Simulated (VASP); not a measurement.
Data:

```xyz
2
Lattice="0.0000 1.9859 1.9859 1.9859 0.0000 1.9859 1.9859 1.9859 0.0000" Properties=species:S:1:pos:R:3 pbc="T T T"
Li     0.0000     0.0000     0.0000
H      1.9859     1.9859     1.9859
```

Computed with RPBE GGA, VASP's PBE PAW potentials (set 64) (plane waves; VASP 6.6.1). Run with 520 eV cut-off, 11×11×11 Γ-centred mesh, Gaussian smearing of 0.050 eV, potentials Li_sv H.

Give the stress tensor in GPa (positive for a compressed cell).

```
2.32  0.00  0.00
0.00  2.32  0.00
0.00  0.00  2.32
```
The pressure is its mean diagonal, 2.32 GPa.

The compound is LiH in the rock salt structure. This cell is one point of a volume scan, at 0.94 of the reference volume.
